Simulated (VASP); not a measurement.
Consider the following.

```
Ga
1.0
    2.15760    -3.67969     0.00000
    2.15760     3.67969     0.00000
    0.00000     0.00000     4.34554
Ga
4
Direct
  0.15506   0.84494   0.91512
  0.34494   0.65506   0.41512
  0.65506   0.34494   0.58488
  0.84494   0.15506   0.08488
```

Computed with LDA (Ceperley-Alder, Perdew-Zunger), VASP's LDA PAW potentials (set 64) (plane waves; VASP). Run with 500 eV cut-off, 8×8×7 Γ-centred mesh, first-order Methfessel-Paxton smearing of 0.10 eV, potentials Ga_d.

Energy and stress use the plane-wave basis of the starting cell.

The ions, cell shape and volume at an external pressure of 10.0 GPa are relaxed. Give the cell that the relaxation ends in.

```
Ga
1.0
    2.11552    -3.62463     0.00000
    2.11552     3.62463     0.00000
    0.00000     0.00000     4.28183
Ga
4
Direct
  0.15480   0.84520   0.91493
  0.34520   0.65480   0.41493
  0.65480   0.34520   0.58507
  0.84520   0.15480   0.08507
```
Space group Cmce (64), at a tolerance of 0.03 Å.

How do energy and volume change from the first to the last step?

The energy (σ→0) changes by +39.2 meV/atom and the volume by -4.8 %, in 10 ionic steps.

| step | E(σ→0) (eV) | max force (eV/Å) | pressure (GPa) | volume (Å³) |
|---|---|---|---|---|
| 1 | -14.3532 | 0.010 | 5.09 | 69.00 |
| 2 | -14.0621 | 0.032 | 13.55 | 63.86 |
| 3 | -14.2047 | 0.018 | 10.11 | 65.80 |
| 4 | -14.2088 | 0.018 | 9.89 | 65.87 |
| 5 | -14.2081 | 0.014 | 9.92 | 65.85 |
| 6 | -14.2076 | 0.014 | 9.75 | 65.84 |
| 7 | -14.2064 | 0.015 | 9.95 | 65.83 |
| 8 | -14.2072 | 0.015 | 9.90 | 65.84 |
| 9 | -14.2073 | 0.015 | 9.84 | 65.84 |
| 10 | -14.1965 | 0.011 | 10.15 | 65.67 |

The compound is Ga in the alpha structure. This run relaxes it under an external pressure of 10 GPa. Symmetry was kept, so distortions that lower it aren't found.
